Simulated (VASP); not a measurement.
Method: PBE GGA, VASP's PBE PAW potentials (set 64) (plane waves; VASP).

A VASP calculation is set up with these files.

KPOINTS:
```
Automatic mesh
0
Gamma
9 9 9
0 0 0
```

### POSCAR
```
KBr
4.665240
  0.0000000000   0.7071068155   0.7071068155
  0.7071068155   0.0000000000   0.7071068155
  0.7071068155   0.7071068155   0.0000000000
K Br
1 1
Cartesian
  0.0000000000   0.0000000000   0.0000000000
  0.7071068155   0.7071068155   0.7071068155
```

**INCAR**
```
# general
SYSTEM  = KBr
PREC    = Accurate
ENCUT   = 300
LREAL   = .FALSE.
LASPH   = .TRUE.

# electronic loop
EDIFF   = 1E-6
NELM    = 100
ALGO    = Normal
LMAXMIX = 4

# smearing
ISMEAR  = 0
SIGMA   = 0.01

# functional
GGA     = PE

# ions
ISIF    = 2

# output
LWAVE   = .FALSE.
LCHARG  = .FALSE.
```

POTCAR, in this order: K_sv Br (PBE.64 set). Program: vasp_std.

Output of the run:

### OSZICAR
```
       N       E                     dE             d eps       ncg     rms          rms(c)
DAV:   1     0.748471810384E+02    0.74847E+02   -0.52969E+03   840   0.769E+02
DAV:   2    -0.236013806483E+01   -0.77207E+02   -0.72987E+02  1104   0.213E+02
DAV:   3    -0.624667802045E+01   -0.38865E+01   -0.38748E+01  1080   0.466E+01
DAV:   4    -0.638569773070E+01   -0.13902E+00   -0.13889E+00  1388   0.776E+00
DAV:   5    -0.638708519539E+01   -0.13875E-02   -0.13874E-02  1096   0.766E-01    0.327E+00
DAV:   6    -0.621463108207E+01    0.17245E+00   -0.28394E-01  1000   0.273E+00    0.238E+00
DAV:   7    -0.620345522147E+01    0.11176E-01   -0.13752E-01  1056   0.209E+00    0.107E+00
DAV:   8    -0.621267772839E+01   -0.92225E-02   -0.15094E-02  1072   0.967E-01    0.123E-01
DAV:   9    -0.621335071705E+01   -0.67299E-03   -0.73371E-04  1068   0.178E-01    0.813E-02
DAV:  10    -0.621380644767E+01   -0.45573E-03   -0.53483E-04   944   0.157E-01    0.173E-02
DAV:  11    -0.621381219308E+01   -0.57454E-05   -0.19575E-05  1204   0.260E-02    0.428E-03
DAV:  12    -0.621381493943E+01   -0.27463E-05   -0.33601E-06  1004   0.139E-02    0.494E-03
DAV:  13    -0.621381500285E+01   -0.63420E-07   -0.35976E-07   784   0.352E-03
   1 F= -.62138150E+01 E0= -.62138150E+01  d E =-.654615E-96
```

OUTCAR:
```
------------------------ aborting loop because EDIFF is reached ----------------------------------------
  FORCE on cell =-STRESS in cart. coord.  units (eV):
  Direction    XX          YY          ZZ          XY          YZ          ZX
  --------------------------------------------------------------------------------------
  Total        0.2889726      0.2889726      0.2889726      0.0000000     -0.0000000      0.0000000
  in kB        6.4485222      6.4485222      6.4485222      0.0000000     -0.0000000      0.0000000
  external PRESSURE =       6.4485222 kB  Pullay stress =       0.0000000 kB
  volume of cell :       71.80
      direct lattice vectors                 reciprocal lattice vectors
     0.000000000  3.298823000  3.298823000    -0.151569211  0.151569211  0.151569211
     3.298823000  0.000000000  3.298823000     0.151569211 -0.151569211  0.151569211
     3.298823000  3.298823000  0.000000000     0.151569211  0.151569211 -0.151569211
  FREE ENERGIE OF THE ION-ELECTRON SYSTEM (eV)
  ---------------------------------------------------
  free  energy   TOTEN  =        -6.2138150028 eV

  energy  without entropy=       -6.2138150028  energy(sigma->0) =       -6.21381500
```
(Selected blocks of OUTCAR.)

At this cut-off the stress carries a Pulay error, which pulls relaxed volumes low.

The structure comes from a computed database's KBr entry; how it stands against other phases isn't given here. The cell was not relaxed at this level.
